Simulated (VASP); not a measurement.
The system is HfIn4SiO6.

```
Hf In Si O
1.0
     2.41418   -8.12947   -0.00361
     2.41418    8.12947   -0.00361
    -0.98872    0.00000    4.73072
Hf In Si O
1 4 1 6
Direct
  0.00000 0.00000 0.00000
  0.66321 0.33679 0.00000
  0.16197 0.83803 0.50000
  0.33679 0.66321 0.00000
  0.83803 0.16197 0.50000
  0.50000 0.50000 0.50000
  0.73033 0.73033 0.27051
  0.26967 0.26967 0.72949
  0.19575 0.35695 0.27609
  0.64305 0.80425 0.72391
  0.80425 0.64305 0.72391
  0.35695 0.19575 0.27609
```

The cell was built by a generator and needn't be a form met in nature.

- Program: VASP 6.6.1
- Task: relaxation of cell and atoms
- Functional: PBEsol
- Potentials or basis: VASP PAW PBE potentials, release 64 (Hf_pv, In_d, Si, O)
- Cutoff: 600 eV
- k mesh: 6 × 6 × 6
- Occupations: fermi-dirac, width 0.05 eV
- Spin: no spin polarisation

At the start: pressure -5.1 GPa; volume 15.47 Å³/atom.

Question: Where does the relaxation end?

Answer: Over 28 steps the energy falls by 15.5 meV/atom and the volume is 14.32 Å³/atom (-7.4 %); space group C2/m (No. 12, to 0.05 Å).

The path:
```
step  energy change (eV)  largest force (eV/Å)  pressure (GPa)  volume (Å³)
   1              0.0000                0.3108           -5.12       185.63
   2             -0.0216                0.5333            5.03       172.66
   3             -0.1248                0.1567           -0.19       178.63
   4             -0.1358                0.1304           -0.13       177.86
   5             -0.1401                0.1155           -0.03       177.00
   6             -0.1475                0.1350           -0.09       176.35
   7             -0.1490                0.1824           -0.11       175.90
   8             -0.1543                0.1879           -0.11       175.45
   9             -0.1667                0.1996           -0.03       174.10
  10             -0.1689                0.2889            0.33       171.35
  11             -0.1722                0.2033            0.15       172.60
  12             -0.1805                0.0855           -0.06       172.12
  13             -0.1811                0.1061           -0.09       171.96
  14             -0.1850                0.0500           -0.01       171.58
  15             -0.1856                0.0462            0.06       171.40
  16             -0.1861                0.0204           -0.02       171.51
  17             -0.1862                0.0231           -0.08       171.60
  18             -0.1863                0.0153            0.12       171.45
  19             -0.1864                0.0118            0.05       171.50
  20             -0.1864                0.0112            0.01       171.59
  21             -0.1864                0.0179           -0.03       171.69
  22             -0.1865                0.0140           -0.03       171.71
  23             -0.1865                0.0095           -0.02       171.78
  24             -0.1865                0.0096           -0.01       171.80
  25             -0.1865                0.0069            0.01       171.79
  26             -0.1865                0.0109            0.03       171.78
  27             -0.1866                0.0061            0.00       171.80
  28             -0.1866                0.0040           -0.01       171.81
```

Final structure:
```yaml
crystal:
  lattice:
    - [2.38776, -7.70210, -0.01322]
    - [2.38776, 7.70210, -0.01322]
    - [-0.99681, 0.00000, 4.67671]
  atoms:
    - { symbol: Hf, position: [0.00000, 0.00000, 0.00000] }
    - { symbol: In, position: [0.66940, 0.33060, 0.00000] }
    - { symbol: In, position: [0.16726, 0.83274, 0.50000] }
    - { symbol: In, position: [0.33060, 0.66940, 0.00000] }
    - { symbol: In, position: [0.83274, 0.16726, 0.50000] }
    - { symbol: Si, position: [0.50000, 0.50000, 0.50000] }
    - { symbol: O, position: [0.73226, 0.73226, 0.26991] }
    - { symbol: O, position: [0.26774, 0.26774, 0.73009] }
    - { symbol: O, position: [0.19289, 0.36112, 0.27598] }
    - { symbol: O, position: [0.63888, 0.80711, 0.72402] }
    - { symbol: O, position: [0.80711, 0.63888, 0.72402] }
    - { symbol: O, position: [0.36112, 0.19289, 0.27598] }
```

Caveat: the PAW data sets were made with another functional, which shifts forces and pressure a little.
